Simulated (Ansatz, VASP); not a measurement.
# One calculation of Ti2NbB3, two programs

The input INCAR:

```
PREC = Accurate
ENCUT = 520
EDIFF = 1E-6
ISMEAR = 0
SIGMA = 0.1
LREAL = F
LASPH = T
NELM = 80
ALGO = Normal
ISIF = 2
LWAVE = F
LCHARG = T
GGA = PE
LELF = T
LVHAR = T
NBANDS = 32
```

KPOINTS

```
regular mesh
0
Gamma
  6 6 2
```

File POSCAR:

```
Ti2NbB3
1.0
    2.8303619300      0.0000000000      0.0000000000
    0.0000000000      2.8303619300      0.0000000000
    0.0000000000      0.0000000000     10.5323416000
Ti Nb B
2 1 3
Direct
    0.5000000000      0.5000000000      0.8681410000
    0.5000000000      0.5000000000      0.1318590000
    0.0000000000      0.0000000000      0.0000000000
    0.0000000000      0.0000000000      0.6647679800
    0.0000000000      0.0000000000      0.3352320200
    0.5000000000      0.5000000000      0.5000000000
```

Input for Ansatz:

```yaml
crystal:
  lattice:
    - [2.83036193, 0.0, 0.0]
    - [0.0, 2.83036193, 0.0]
    - [0.0, 0.0, 10.5323416]
  atoms:
    - { symbol: Ti, position: [0.5, 0.5, 0.868141] }
    - { symbol: Ti, position: [0.5, 0.5, 0.131859] }
    - { symbol: Nb, position: [0.0, 0.0, 0.0] }
    - { symbol: B, position: [0.0, 0.0, 0.66476798] }
    - { symbol: B, position: [0.0, 0.0, 0.33523202] }
    - { symbol: B, position: [0.5, 0.5, 0.5] }
basis:
  ecutwfc: 420
kpoints:
  mp_grid: { grid: [6, 6, 2] }
hamiltonian:
  xc: pbe
scf:
  occupations: { method: gaussian, width: 0.1 }
  lower_state_search: "off"
output:
  forces: true
  stress: true
  eigenvalues: true
```

Change from the starting cell: species swapped into the Er2Mg3Ru type (P4/mmm, No. 123).

Alike in both runs: task single point; functional PBE; k mesh 6 × 6 × 2; occupations gaussian, width 0.1 eV; no spin polarisation.

```csv
,VASP,Ansatz
version,VASP 6.6.1,Ansatz 0.2.0
potentials or method,"VASP PAW PBE potentials, release 64 (Ti_sv, Nb_sv, B)","scalar-relativistic, plane waves, PAW"
plane-wave cutoff (eV),520,420
valence electrons in the cell,46,46
```

```tsv
	VASP	Ansatz	Ansatz less VASP
gap on the k mesh at the Fermi level (eV)	none	none	-
pressure (GPa)	13.0	12.8	-0.16
largest component of the traceless stress (GPa)	10.31	10.51	+0.205
rms of the force components (eV/Å)	2.031	2.012	-0.0190
```

Atom by atom the forces differ by 0.019 eV/Å (rms over components). A gap of «none» marks a metal or a gap that the smearing closes. With one functional, cell and mesh, what is left measures potentials, basis and numerics.

Caveats: the k mesh is coarse (spacing up to 0.37 Å⁻¹), so the values aren't converged; forces of over 1 eV/Å show positions far from the minimum, so gaps and moduli don't describe the material at rest.
